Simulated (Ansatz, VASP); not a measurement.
## Cross-check of Ru (Ruthenium) between VASP and Ansatz

Wanted: the spread between two codes on one cell, functional and k mesh. The cell is taken from a series of runs on this material, whose earlier steps may have relaxed, scaled, displaced or heated it; both programs get it as it stands.

Main program and level: Ansatz 0.2.0; plane waves, with VASP 6.6.1 beside it; zone-centre phonons at PBEsol.

**1. The starting structure**

It takes space group P6_3/mmc (No. 194, hexagonal). The conventional cell has a = 2.691 Å, b = 2.691 Å, c = 4.248 Å, α = 90.00°, β = 90.00°, γ = 120.00°. Nearest to Ru lie 12 Ru at 2.63 to 2.69 Å.

**2. VASP: zone-centre phonons, PBEsol**

Second derivatives magnify differences that forces hide, and they need a tight electronic threshold.

Lines of VASP's logs that name or quote its potential files are left out, and so is its time.

INCAR reads:

```
SYSTEM = Ru
PREC = Accurate
ENCUT = 500
EDIFF = 1E-08
NELM = 120
ISMEAR = 1
SIGMA = 0.2
LREAL = .FALSE.
ALGO = Normal
GGA = PS
NBANDS = 20
LASPH = .TRUE.
LORBIT = 11
LWAVE = .FALSE.
LCHARG = .FALSE.
ISIF = 2
IBRION = 8
GGA_COMPAT = .FALSE.
KPAR = 2
```

POSCAR reads:

```
Ru
1.0
    2.6911927673      0.0000000000      0.0000000000
   -1.3455963837      2.3306413030      0.0000000000
    0.0000000000      0.0000000000      4.2476574495
Ru
2
Direct
    0.3333333333      0.6666666667      0.2500000000
    0.6666666667      0.3333333333      0.7500000000
```

KPOINTS reads:

```
Automatic mesh
0
Gamma
21 21 12
0 0 0
```

Potentials, in the order of the species: Ru_pv (PBE family, release 64).

Run with:

```
$ mpirun -np 2 vasp_std
```

Numbers of over 12 decimals in the logs are rounded to 6 here.

The program printed:

```text
[banner, memory and clock lines left out]
running    2 mpi-ranks, on    1 nodes
 distrk:  each k-point on    1 cores,    2 groups
 distr:  one band on    1 cores,    1 groups

 POSCAR found type information on POSCAR Ru
 POSCAR found :  1 types and       2 ions
|                                                                             |
|               ----> ADVICE to this user running VASP <----                  |
|                                                                             |
|     You enforced a specific xc type in the INCAR file but a different       |
|     [... a line on the potential file left out ...]
|     I HOPE YOU KNOW WHAT YOU ARE DOING!                                     |
|                                                                             |

 LDA part: xc-table for (Slater+PW92), standard interpolation
 POSCAR, INCAR and KPOINTS ok, starting setup
 FFT: planning ... GRIDC
 FFT: planning ... GRID_SOFT
 FFT: planning ... GRID
 WAVECAR not read
 entering main loop
       N       E                     dE             d eps       ncg     rms          rms(c)
DAV:   1     0.279933568251E+03    0.27993E+03   -0.17324E+04 13464   0.152E+03
DAV:   2    -0.161229850580E+02   -0.29606E+03   -0.28797E+03 13812   0.455E+02
DAV:   3    -0.218871803327E+02   -0.57642E+01   -0.57208E+01 15380   0.711E+01
DAV:   4    -0.219320936839E+02   -0.44913E-01   -0.44877E-01 17512   0.589E+00
DAV:   5    -0.219327302552E+02   -0.63657E-03   -0.63466E-03 15052   0.598E-01    0.202E+01
DAV:   6    -0.204416374655E+02    0.14911E+01   -0.34202E+00 15668   0.186E+01    0.526E+00
DAV:   7    -0.203509246586E+02    0.90713E-01   -0.61998E-01 15488   0.578E+00    0.988E-01
DAV:   8    -0.203429207375E+02    0.80039E-02   -0.25534E-02 15000   0.120E+00    0.429E-01
DAV:   9    -0.203411543451E+02    0.17664E-02   -0.30648E-03 15448   0.625E-01    0.505E-02
DAV:  10    -0.203411333894E+02    0.20956E-04   -0.21424E-04 15040   0.149E-01    0.253E-02
DAV:  11    -0.203411355948E+02   -0.22054E-05   -0.50125E-06 15916   0.213E-02    0.178E-03
DAV:  12    -0.203411355118E+02    0.83047E-07   -0.29990E-07 15080   0.503E-03    0.125E-03
DAV:  13    -0.203411355200E+02   -0.82741E-08   -0.49430E-09 10108   0.738E-04
   1 F= -.20341136E+02 E0= -.20340583E+02  d E =-.165756E-02
 Linear response reoptimize wavefunctions to high precision
DAV:   1    -0.203411355285E+02   -0.84888E-08   -0.63776E-10  9800   0.231E-04
DAV:   2    -0.203411355285E+02   -0.68212E-11   -0.41076E-11  8932   0.594E-05
 Linear response DOF=           2
 Linear response progress:
  Degree of freedom:   1/  2
       N       E                     dE             d eps       ncg     rms          rms(c)
RMM:   1    -0.515826319574E+00   -0.51583E+00    0.29009E+00 62396   0.595E+01
RMM:   2    -0.616709251848E+00   -0.10088E+00   -0.11454E-01 85662   0.287E+00    0.151E-01
RMM:   3    -0.615287761000E+00    0.14215E-02   -0.35222E-03 99695   0.495E-01    0.680E-02
RMM:   4    -0.613881391085E+00    0.14064E-02   -0.51392E-04 99676   0.179E-01    0.257E-02
RMM:   5    -0.613684588906E+00    0.19680E-03   -0.42501E-05117803   0.459E-02    0.128E-02
RMM:   6    -0.613623070195E+00    0.61519E-04   -0.50813E-05103235   0.163E-02    0.924E-03
RMM:   7    -0.613569570368E+00    0.53500E-04   -0.39393E-05101729   0.920E-03    0.725E-04
RMM:   8    -0.613587453298E+00   -0.17883E-04   -0.24993E-05127958   0.302E-03    0.314E-04
RMM:   9    -0.613594601669E+00   -0.71484E-05   -0.13873E-05124874   0.109E-03    0.867E-05
RMM:  10    -0.613595852714E+00   -0.12510E-05   -0.83018E-06131012   0.623E-04    0.209E-05
RMM:  11    -0.613596232762E+00   -0.38005E-06   -0.49736E-06123920   0.413E-04    0.885E-06
RMM:  12    -0.613596226442E+00    0.63200E-08   -0.29870E-06130826   0.311E-04    0.383E-06
RMM:  13    -0.613596133575E+00    0.92867E-07   -0.18344E-06136044   0.253E-04    0.209E-06
RMM:  14    -0.613596190866E+00   -0.57291E-07   -0.10509E-06126618   0.224E-04    0.850E-07
RMM:  15    -0.613596184128E+00    0.67374E-08   -0.71000E-07128045   0.204E-04    0.117E-06
RMM:  16    -0.613596202546E+00   -0.18418E-07   -0.48868E-07129977   0.193E-04    0.633E-07
RMM:  17    -0.613596220736E+00   -0.18190E-07   -0.33673E-07130804   0.186E-04    0.135E-07
RMM:  18    -0.613596213855E+00    0.68806E-08   -0.23914E-07111826   0.182E-04    0.419E-07
RMM:  19    -0.613596222680E+00   -0.88248E-08   -0.17353E-07111410   0.179E-04    0.184E-07
RMM:  20    -0.613596223709E+00   -0.10290E-08   -0.13036E-07109503   0.178E-04    0.187E-07
RMM:  21    -0.613596223472E+00    0.23687E-09   -0.96783E-08107409   0.177E-04    0.254E-07
 first order change of Fermi-energy   0.22819E-05
 force on displaced ion       1 direction 1 :  -7.937   0.001   0.000
 Linear response progress:
  Degree of freedom:   2/  2
       N       E                     dE             d eps       ncg     rms          rms(c)
RMM:   1    -0.630686766023E+00   -0.63069E+00    0.34046E+00 21086   0.602E+01
RMM:   2    -0.743836016545E+00   -0.11315E+00   -0.12865E-01 29126   0.300E+00    0.150E-01
RMM:   3    -0.743623585371E+00    0.21243E-03   -0.17927E-03 34048   0.465E-01    0.755E-02
RMM:   4    -0.742886435456E+00    0.73715E-03   -0.37756E-04 33278   0.173E-01    0.260E-02
RMM:   5    -0.742798460449E+00    0.87975E-04   -0.15217E-05 38527   0.570E-02    0.223E-02
RMM:   6    -0.742713867251E+00    0.84593E-04   -0.67714E-05 34529   0.216E-02    0.104E-02
RMM:   7    -0.742629497382E+00    0.84370E-04   -0.93557E-05 35712   0.102E-02    0.207E-03
RMM:   8    -0.742618662515E+00    0.10835E-04   -0.58813E-05 39230   0.382E-03    0.691E-04
RMM:   9    -0.742621582144E+00   -0.29196E-05   -0.33464E-05 38771   0.145E-03    0.125E-04
RMM:  10    -0.742622613870E+00   -0.10317E-05   -0.23961E-05 39622   0.733E-04    0.295E-05
RMM:  11    -0.742623149119E+00   -0.53525E-06   -0.19230E-05 43126   0.448E-04    0.111E-05
RMM:  12    -0.742622978682E+00    0.17044E-06   -0.13358E-05 40986   0.331E-04    0.392E-06
RMM:  13    -0.742622666892E+00    0.31179E-06   -0.88408E-06 45027   0.267E-04    0.176E-06
RMM:  14    -0.742622507067E+00    0.15983E-06   -0.59824E-06 43467   0.235E-04    0.888E-07
RMM:  15    -0.742622382805E+00    0.12426E-06   -0.41840E-06 42660   0.215E-04    0.131E-06
RMM:  16    -0.742622298800E+00    0.84005E-07   -0.27444E-06 42979   0.204E-04    0.309E-07
RMM:  17    -0.742622268574E+00    0.30226E-07   -0.21398E-06 45216   0.196E-04    0.234E-07
RMM:  18    -0.742622247451E+00    0.21123E-07   -0.18119E-06 35227   0.191E-04    0.367E-07
RMM:  19    -0.742622221697E+00    0.25754E-07   -0.14132E-06 35897   0.189E-04    0.341E-07
RMM:  20    -0.742622197454E+00    0.24243E-07   -0.99722E-07 35813   0.187E-04    0.306E-07
RMM:  21    -0.742622187230E+00    0.10224E-07   -0.92627E-07 34731   0.186E-04    0.487E-07
RMM:  22    -0.742622181294E+00    0.59361E-08   -0.84828E-07 34715   0.185E-04    0.489E-07
RMM:  23    -0.742622180707E+00    0.58661E-09   -0.80855E-07 34745   0.185E-04    0.526E-07
RMM:  24    -0.742622177521E+00    0.31859E-08   -0.74603E-07 34643   0.184E-04    0.486E-07
 first order change of Fermi-energy   0.92406E-04
 force on displaced ion       1 direction 3 :   0.000  -0.000 -13.467
 Linear response finished
```

From OUTCAR (step 2):

```text
ion  position               nearest neighbor table
   1  0.333  0.667  0.250-   2 2.63   2 2.63   2 2.63   2 2.63   2 2.63   2 2.63
   2  0.667  0.333  0.750-   1 2.63   1 2.63   1 2.63   1 2.63   1 2.63   1 2.63

  LATTYP: Found a hexagonal cell.
 ALAT       =     2.6911927673
 C/A-ratio  =     1.5783549589

 Subroutine GETGRP returns: Found 24 space group operations
 (whereof 12 operations were pure point group operations)

The static configuration has the point symmetry D_3d.
 The point group associated with its full space group is D_6h.

 Found    336 irreducible k-points:

   k-points           NKPTS =    336   k-points in BZ     NKDIM =    336   number of bands    NBANDS=     20

   dimension x,y,z NGX =    20 NGY =   20 NGZ =   32
   dimension x,y,z NGXF=    40 NGYF=   40 NGZF=   64

   ENCUT  =  500.0 eV  36.75 Ry    6.06 a.u.   4.91  4.91  7.74*2*pi/ulx,y,z

   NELECT =      28.0000    total number of electrons

 k-points in reciprocal lattice and weights: Automatic mesh
   0.00000000  0.00000000  0.00000000       0.000
   0.04761905  0.00000000  0.00000000       0.001
   0.09523810  0.00000000  0.00000000       0.001
   0.14285714  0.00000000  0.00000000       0.001
   0.19047619  0.00000000  0.00000000       0.001
   0.23809524  0.00000000  0.00000000       0.001
   0.28571429  0.00000000  0.00000000       0.001
   0.33333333  0.00000000  0.00000000       0.001
   0.38095238  0.00000000  0.00000000       0.001
[...]
0.33333333  0.28571429  0.50000000       0.002
   0.33333333  0.33333333  0.50000000       0.000

 average (electrostatic) potential at core
       1 -66.8051       2 -66.8051

  Total       -0.0139130     -0.0139130     -0.0136552      0.0000000      0.0000000      0.0000000
  in kB       -0.8366815     -0.8366815     -0.8211792      0.0000000      0.0000000      0.0000000
  external PRESSURE =      -0.8315141 kB  Pullay stress =       0.0000000 kB

  energy-cutoff  :      500.00
  volume of cell :       26.64
      direct lattice vectors                 reciprocal lattice vectors
     2.691192767  0.000000000  0.000000000     0.371582449  0.214533227  0.000000000
    -1.345596384  2.330641303  0.000000000     0.000000000  0.429066454  0.000000000
     0.000000000  0.000000000  4.247657450     0.000000000  0.000000000  0.235423881

 POSITION                                       TOTAL-FORCE (eV/Angst)
 -----------------------------------------------------------------------------------
     -0.00000      1.55376      1.06191         0.000000     -0.000000      0.000000
      1.34560      0.77688      3.18574        -0.000000      0.000000      0.000000
 -----------------------------------------------------------------------------------
    total drift:                               -0.000000      0.000000     -0.000000

 Eigenvectors and eigenvalues of the dynamical matrix
 ----------------------------------------------------

   1 f  =    8.070284 THz    50.707088 2PiTHz  269.195688 cm-1    33.375997 meV
             X         Y         Z           dx          dy          dz
     -0.000000  1.553761  1.061914     0.000000    0.000000   -0.707107
      1.345596  0.776880  3.185743    -0.000000    0.000000    0.707107

   2 f  =    6.195766 THz    38.929147 2PiTHz  206.668515 cm-1    25.623619 meV
             X         Y         Z           dx          dy          dz
     -0.000000  1.553761  1.061914     0.317216   -0.631960    0.000000
      1.345596  0.776880  3.185743    -0.317216    0.631960    0.000000

   3 f  =    6.195766 THz    38.929147 2PiTHz  206.668515 cm-1    25.623619 meV
             X         Y         Z           dx          dy          dz
     -0.000000  1.553761  1.061914    -0.631960   -0.317216   -0.000000
      1.345596  0.776880  3.185743     0.631960    0.317216    0.000000

   4 f  =    0.000000 THz     0.000000 2PiTHz    0.000002 cm-1     0.000000 meV
             X         Y         Z           dx          dy          dz
     -0.000000  1.553761  1.061914    -0.189687    0.681189    0.000000
      1.345596  0.776880  3.185743    -0.189687    0.681189    0.000000

   5 f  =    0.000000 THz     0.000000 2PiTHz    0.000000 cm-1     0.000000 meV
             X         Y         Z           dx          dy          dz
     -0.000000  1.553761  1.061914    -0.000000    0.000000    0.707107
      1.345596  0.776880  3.185743     0.000000    0.000000    0.707107

   6 f/i=    0.000000 THz     0.000000 2PiTHz    0.000002 cm-1     0.000000 meV
             X         Y         Z           dx          dy          dz
     -0.000000  1.553761  1.061914    -0.681189   -0.189687    0.000000
      1.345596  0.776880  3.185743    -0.681189   -0.189687    0.000000

 ELASTIC MODULI CONTR FROM IONIC RELAXATION (kBar)
 Direction    XX          YY          ZZ          XY          YZ          ZX
 --------------------------------------------------------------------------------
 XX         -47.2650     47.2650      0.0000      0.0000      0.0000     -0.0000
 YY          47.2650    -47.2650      0.0000      0.0000      0.0000     -0.0000
 ZZ           0.0000      0.0000     -0.0000     -0.0000      0.0000      0.0000
 XY           0.0000      0.0000     -0.0000    -47.2650      0.0000      0.0000
 YZ           0.0000      0.0000      0.0000      0.0000      0.0000      0.0000
 ZX          -0.0000     -0.0000      0.0000      0.0000      0.0000     -0.0000
 --------------------------------------------------------------------------------
```

(Part 1 of 2 ends here.)

[Lines on the potential files, build, host, timing and source positions are cut from VASP's logs without a mark.]

[Logs are printed without paths, hosts, clocks, repeated set-up lines and the standing remarks that a program may print on its own settings, such as how far it seeks lower states.]

[Hosts, paths, dates, database ids (printed as entryN), source tags and the programs' standing remarks are cut or masked in the printed files.]
